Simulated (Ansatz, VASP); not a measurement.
# Si57O97 (amorphous SiO1.7): VASP beside Ansatz, part 2 of 2

One calculation is typed for both programs; each brings its own data sets. How far apart do they land? Of the first pair: The structure shown is the start of the Ansatz relaxation below; VASP solves that cell, so the two are compared at the walk's first step.

VASP 6.6.1 and Ansatz 0.2.0.

So far. Step 3 (VASP: single point, PBE, start cell, pair 1): The run ends at a pressure of -1.53 GPa, with forces up to 0.42 eV/Å.

### 5. Ansatz: relaxation, PBE

Level of this step: Ansatz beside VASP: Kohn-Sham DFT, plane waves, PBE (Ansatz).

This run makes the geometry at which the two programs are then compared.

The structure compared here is the end of the Ansatz relaxation.

Contents of input.yaml:

```yaml
crystal:
  lattice:
    - [13.26423, 0.08666, -0.03561]
    - [0.08753, 13.25498, 0.10092]
    - [-0.03597, 0.10092, 12.96616]
  atoms:
    - { symbol: Si, position: [0.1822, 0.22914, 0.9151] }
    - { symbol: Si, position: [0.88878, 0.22939, 0.75231] }
    - { symbol: Si, position: [0.75203, 0.01368, 0.1485] }
    - { symbol: Si, position: [0.93575, 0.59332, 0.52899] }
    - { symbol: Si, position: [0.54348, 0.16863, 0.62175] }
    - { symbol: Si, position: [0.02973, 0.16712, 0.09259] }
    - { symbol: Si, position: [0.21237, 0.53366, 0.16993] }
    - { symbol: Si, position: [0.31897, 0.08794, 0.07487] }
    - { symbol: Si, position: [0.74736, 0.90557, 0.35756] }
    - { symbol: Si, position: [0.32864, 0.41946, 0.86575] }
    - { symbol: Si, position: [0.74151, 0.07176, 0.52556] }
    - { symbol: Si, position: [0.0799, 0.60838, 0.34808] }
    - { symbol: Si, position: [0.48067, 0.37459, 0.28404] }
    - { symbol: Si, position: [0.56439, 0.40607, 0.82404] }
    - { symbol: Si, position: [0.64912, 0.32835, 0.128] }
    - { symbol: Si, position: [0.3643, 0.9063, 0.83876] }
    - { symbol: Si, position: [0.50046, 0.96884, 0.29458] }
    - { symbol: Si, position: [0.04804, 0.35483, 0.86909] }
    - { symbol: Si, position: [0.73749, 0.07806, 0.83737] }
    - { symbol: Si, position: [0.92933, 0.14755, 0.41811] }
    - { symbol: Si, position: [0.01873, 0.63724, 0.12626] }
    - { symbol: Si, position: [0.57838, 0.59918, 0.71871] }
    - { symbol: Si, position: [0.93999, 0.38068, 0.57362] }
    - { symbol: Si, position: [0.279, 0.9122, 0.07007] }
    - { symbol: Si, position: [0.08815, 0.13035, 0.70868] }
    - { symbol: Si, position: [0.52472, 0.06057, 0.86546] }
    - { symbol: Si, position: [0.39444, 0.40016, 0.6432] }
    - { symbol: Si, position: [0.22729, 0.53475, 0.49015] }
    - { symbol: Si, position: [0.84841, 0.21674, 0.21169] }
    - { symbol: Si, position: [0.40997, 0.6703, 0.561] }
[... 118 atom lines left out ...]
    - { symbol: O, position: [0.42398, 0.87624, 0.33258] }
    - { symbol: O, position: [0.38441, 0.68106, 0.30417] }
    - { symbol: O, position: [0.15917, 0.15021, 0.80982] }
    - { symbol: O, position: [0.86553, 0.85814, 0.38026] }
    - { symbol: O, position: [0.05668, 0.3395, 0.55193] }
    - { symbol: O, position: [0.77124, 0.803, 0.59397] }
kpoints:
  mp_grid: { grid: [1, 1, 1] }
hamiltonian:
  xc: pbe
  pseudopotentials: { kind: paw, azcp: { folder: soft_1 } }
scf:
  occupations: { method: gaussian, width: 0.025 }
output:
  forces: true
  eigenvalues: true
  stress: true
relax:
  f_tol: 0.05
  max_steps: 70
```

Run with:

```sh
> ansatz run input.yaml --threads 4 --pin off --max-ram 15872MiB --backend cpu --events-out ev --progress --plain --runs-dir out
```

Numbers of over 12 decimals in the logs are rounded to 6 here.

Output:

```text
[...]
Crystal: 154 atoms, lattice volume = 2279.422 Å³
Basis set: ecut = 420 eV, 44531 PW (Γ), exchange–correlation on 180×180×180 points (8 copies of the dense FFT grid, shifted against one another)
Bands: 559, of which v1, the nominal top of the filled ones, is band 405 counted from 1 (404 counted from 0)
Symmetry: 1 space group operations
[...]
k-points: 1
[...]
- { symbol: O, position: [0.984500, 0.565284, 0.417840] }
    - { symbol: O, position: [0.491009, 0.739867, 0.492610] }
    - { symbol: O, position: [0.076680, 0.429297, 0.763560] }
    - { symbol: O, position: [0.265534, 0.143332, 0.975890] }
    - { symbol: O, position: [0.604817, 0.293661, 0.825912] }
    - { symbol: O, position: [0.870614, 0.386243, 0.468701] }
    - { symbol: O, position: [0.403947, 0.678878, 0.956353] }
[...]
- { symbol: O, position: [0.158324, 0.150326, 0.809355] }
    - { symbol: O, position: [0.866046, 0.858491, 0.379269] }
    - { symbol: O, position: [0.055766, 0.339636, 0.550820] }
    - { symbol: O, position: [0.773213, 0.801308, 0.594390] }
```

### 6. VASP: single point, PBE, relaxed cell, pair 2

The same cell, functional, mesh and smearing now go to VASP, with its own data sets.

Contents of INCAR:

```
SYSTEM = Si57O97
PREC = Accurate
ENCUT = 600
EDIFF = 1E-06
NELM = 120
ISMEAR = 0
SIGMA = 0.025
LREAL = Auto
ALGO = Normal
GGA = PE
NBANDS = 512
LORBIT = 11
LWAVE = .FALSE.
LCHARG = .FALSE.
ISIF = 2
LASPH = .TRUE.
GGA_COMPAT = .FALSE.
EFERMI = MIDGAP
```

Contents of POSCAR:

```
Si57O97
1.0
   13.2642300000      0.0866600000     -0.0356100000
    0.0875300000     13.2549800000      0.1009200000
   -0.0359700000      0.1009200000     12.9661600000
Si O
57 97
Direct
    0.1812900000      0.2291500000      0.9149100000
    0.8899900000      0.2291300000      0.7530200000
    0.7508500000      0.0135800000      0.1483700000
    0.9363500000      0.5935400000      0.5299000000
    0.5427500000      0.1690400000      0.6193200000
    0.0288600000      0.1669700000      0.0930300000
    0.2138000000      0.5342500000      0.1707000000
    0.3182600000      0.0876400000      0.0744200000
    0.7482200000      0.9048200000      0.3573900000
    0.3280700000      0.4190900000      0.8657500000
    0.7418500000      0.0709300000      0.5255800000
    0.0814500000      0.6080300000      0.3492700000
    0.4813300000      0.3754400000      0.2838400000
    0.5619700000      0.4063900000      0.8236200000
    0.6495600000      0.3290300000      0.1281000000
    0.3637400000      0.9064800000      0.8383800000
    0.5009200000      0.9676200000      0.2941100000
    0.0487200000      0.3553100000      0.8685800000
    0.7373700000      0.0790200000      0.8384800000
    0.9285000000      0.1472300000      0.4178200000
    0.0209900000      0.6367000000      0.1271800000
    0.5771600000      0.6000300000      0.7182400000
    0.9400200000      0.3804100000      0.5733200000
    0.2776000000      0.9124300000      0.0696700000
    0.0872700000      0.1303300000      0.7087300000
    0.5250800000      0.0602100000      0.8646200000
    0.3942200000      0.4006800000      0.6419700000
    0.2290800000      0.5351000000      0.4908400000
    0.8470000000      0.2173000000      0.2113400000
    0.4105600000      0.6718900000      0.5603500000
[... 118 atom lines left out ...]
    0.4223600000      0.8775500000      0.3323900000
    0.3847900000      0.6821800000      0.3044200000
    0.1583200000      0.1503300000      0.8093600000
    0.8660500000      0.8584900000      0.3792700000
    0.0557700000      0.3396400000      0.5508200000
    0.7732100000      0.8013100000      0.5943900000
```

Contents of KPOINTS:

```
Automatic mesh
0
Gamma
1 1 1
0 0 0
```

The projector-augmented-wave data sets are Si and O (PBE family, release 64).

Run with:

```sh
> export OMP_NUM_THREADS=3
> mpirun -np 1 vasp_gam
```

Output:

```text
[... set-up lines as in an earlier step ...]
 entering main loop
       N       E                     dE             d eps       ncg     rms          rms(c)
DAV:   1     0.788486971926E+04    0.78849E+04   -0.50372E+05  1040   0.171E+03
DAV:   2    -0.534815616866E+03   -0.84197E+04   -0.81354E+04  1280   0.384E+02
DAV:   3    -0.129292658415E+04   -0.75811E+03   -0.75230E+03  1200   0.121E+02
DAV:   4    -0.131083455477E+04   -0.17908E+02   -0.17810E+02  1224   0.198E+01
[...]
DAV:  17    -0.115695649617E+04    0.11873E-04   -0.14546E-04  1336   0.324E-02    0.157E-02
DAV:  18    -0.115695649534E+04    0.83424E-06   -0.60819E-05  1216   0.151E-02    0.123E-02
DAV:  19    -0.115695649442E+04    0.91696E-06   -0.63693E-06  1176   0.636E-03
   1 F= -.11569565E+04 E0= -.11569565E+04  d E =-.215487E-07
```

Parts of OUTCAR (step 6):

```text
  Total      -19.8302556     -7.6052754     -8.4749544      0.4428778      0.4934917      0.4613933
  in kB      -13.9384419     -5.3456542     -5.9569408      0.3112933      0.3468692      0.3243077
  external PRESSURE =      -8.4136790 kB  Pullay stress =       0.0000000 kB

  FREE ENERGIE OF THE ION-ELECTRON SYSTEM (eV)
  ---------------------------------------------------
  free  energy   TOTEN  =     -1156.9564944218 eV

  energy  without entropy=    -1156.9564944002  energy(sigma->0) =    -1156.95649441

[... 1 part as in an earlier step ...]

[... 2 further parts left out ...]
[key lines of the parts left out:]
E-fermi :   4.1029
```

The run ends at a pressure of -0.84 GPa, with forces up to 0.079 eV/Å.

### 7. Differences

What differs besides the data sets and the points named for the pairs above, as far as they apply: the cutoff is 420 eV in Ansatz and 600 eV in VASP (PREC = Accurate, projectors in real space). Total energies have different zeros and are not compared.

The two programs side by side:

```csv
quantity,Ansatz,VASP,difference
pressure (GPa),-0.71,-0.84,+0.13
gap on the k mesh (eV),0.190,0.188,+0.002
```

Forces on 7 of the 154 atoms, those with the largest forces and the largest differences (eV/Å; atoms numbered as in POSCAR):

```
atom          Ansatz x, y, z            VASP x, y, z
Si13    0.003, -0.007, 0.008  -0.020, -0.057, -0.027
Si25   -0.013, 0.004, -0.001   0.037, -0.027, -0.058
Si39  -0.016, -0.022, -0.004   0.036, -0.013, -0.061
Si40   -0.004, -0.006, 0.008     0.028, 0.030, 0.052
Si42   0.008, -0.009, -0.006    0.004, -0.023, 0.076
Si44   0.008, -0.005, -0.002    0.006, -0.026, 0.072
Si54    0.022, 0.019, -0.008    0.032, 0.063, -0.020
```

The forces differ by 20 meV/Å r.m.s., which is 95.1 % of the r.m.s. force of 0.021 eV/Å (both taken over all components). A gap on the mesh is an upper bound, since the band edges may lie between its points.

### 8. What came out

- r.m.s. force difference (single point, PBE, start cell, pair 1): 20 meV/Å
- r.m.s. force difference (single point, PBE, relaxed cell, pair 2): 20 meV/Å

**Reading.** The r.m.s. force difference is 20 meV/Å (single point, PBE, start cell, pair 1), beyond the 12 meV/Å picked in this series as the mark of a large difference. What causes the difference of the single point, PBE, start cell, pair 1 pair stays open here. What causes the difference of the single point, PBE, relaxed cell, pair 2 pair stays open here. Such differences can come from data sets, numerical settings and the points named under the comparisons, not from the functional's error against experiment.

[Lines on the potential files, build, host, timing and source positions are cut from VASP's logs without a mark.]

[Logs are printed without paths, hosts, clocks, repeated set-up lines and the standing remarks that a program may print on its own settings, such as how far it seeks lower states.]

[Hosts, paths, dates, database ids (printed as entryN), source tags and the programs' standing remarks are cut or masked in the printed files.]
